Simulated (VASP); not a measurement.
An input for Quantum ESPRESSO's pw.x (written as the equivalent of a VASP run, and not itself run):

```
&CONTROL
  calculation = 'scf'
  pseudo_dir = './pseudo'
  outdir = './out'
  tprnfor = .true.
  tstress = .true.
/
&SYSTEM
  ibrav = 0
  nat = 2
  ntyp = 1
  ecutwfc = 72
  occupations = 'tetrahedra'
  input_dft = 'vdw-df2'
/
&ELECTRONS
  conv_thr = 7.3e-09
  electron_maxstep = 100
/
ATOMIC_SPECIES
  Y 88.906 Y.upf
CELL_PARAMETERS angstrom
     1.8476117   -3.2001577    0.0000000
     1.8476117    3.2001577    0.0000000
     0.0000000    0.0000000    5.7047204
ATOMIC_POSITIONS crystal
  Y    0.3333330  0.6666670  0.2500000
  Y    0.6666670  0.3333330  0.7500000
K_POINTS automatic
  13 13 7 0 0 0
```

**Question.** Write the VASP files for the same calculation (vdW-DF2).

**Answer.** One answer among several that fit: 
### KPOINTS
```
kpoints
0
G
  13 13 7
0 0 0
```

**POSCAR**
```
Y
5.704720
  0.3238742179  -0.5609666509   0.0000000000
  0.3238742179   0.5609666509   0.0000000000
  0.0000000000   0.0000000000   1.0000000723
Y
2
Cart
  0.3238742179   0.1869892576   0.2500000181
  0.3238742179  -0.1869892576   0.7500000543
```

### INCAR
```
SYSTEM = Y
PREC = Accurate
ENCUT = 520
EDIFF = 1E-7
NELM = 100
ALGO = Normal
LREAL = .FALSE.
LASPH = .TRUE.
ISMEAR = -5
GGA = ML
ZAB_VDW = -1.8867
LUSE_VDW = .TRUE.
AGGAC = 0.0
LMAXMIX = 4
LWAVE = .FALSE.
LCHARG = .TRUE.
LORBIT = 11
NEDOS = 601
ISIF = 2
```

POTCAR, in this order: Y_sv (PBE.64 set). Program: vasp_std.

What does not carry over: the potentials are each code's own (VASP's PAW set, PseudoDojo norm-conserving files in pw.x), so ENCUT and ecutwfc are chosen apart and not converted; conv_thr bounds pw.x's estimated SCF error, while EDIFF bounds the energy change between steps.

The compound is Y in the hcp structure. It was relaxed first.
